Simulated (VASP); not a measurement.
A convergence study with VASP on MgH$_{2}$ (rutile): one setting is varied, all else stays as given below, so the limit is that of these other settings. Each run relaxes cell and ions from the cell shown.

```xyz
6
Lattice="4.5200 0.0000 0.0000 0.0000 4.5200 0.0000 0.0000 0.0000 3.0200" Properties=species:S:1:pos:R:3 pbc="T T T"
Mg     0.0000     0.0000     0.0000
Mg     2.2600     2.2600     1.5100
H      1.3741     1.3741     0.0000
H      3.6341     0.8859     1.5100
H      0.8859     3.6341     1.5100
H      3.1459     3.1459     0.0000
```

All values below come from PBE GGA, VASP's PBE PAW potentials (set 64) (plane waves; VASP 6.6.1). The tightest run used: 550 eV cut-off, 8×8×11 Γ-centred mesh, Gaussian smearing of 0.050 eV, potentials Mg H.

Gaps are read on the run's mesh, which can miss a band edge.

Q: The settings run are 2×2×2 mesh; 2×2×3 mesh; 3×3×4 mesh; 4×4×5 mesh; 5×5×7 mesh; 6×6×8 mesh; 7×7×9 mesh; 8×8×10 mesh; 8×8×11 mesh. From which on does the relaxed volume stay within 0.02 Å³/atom of the tightest run?

A: From 3×3×4 mesh on: it is off by 0.004 there and by no more than 0.02 in any finer run, while 2×2×3 mesh is off by 0.093.
```csv
setting,relaxed volume (Å³/atom),E (eV/atom),gap on the mesh (eV),irreducible k-points,difference judged (Å³/atom)
2×2×2 mesh,10.188,-2.9152,3.783,6,0.012
2×2×3 mesh,10.293,-2.9271,5.123,6,0.093
3×3×4 mesh,10.204,-2.9412,3.890,9,0.004
4×4×5 mesh,10.201,-2.9423,4.413,18,0.001
5×5×7 mesh,10.200,-2.9424,3.957,24,0.000
6×6×8 mesh,10.200,-2.9424,3.811,50,0.000
7×7×9 mesh,10.200,-2.9424,3.871,50,0.000
8×8×10 mesh,10.200,-2.9424,3.761,90,0.000
8×8×11 mesh,10.200,-2.9424,3.833,90,0.000
```

Left out are rungs that failed or repeat a setting and relaxations that didn't move; long series are thinned to 24 rows.

The compound is MgH2 in the rutile structure.
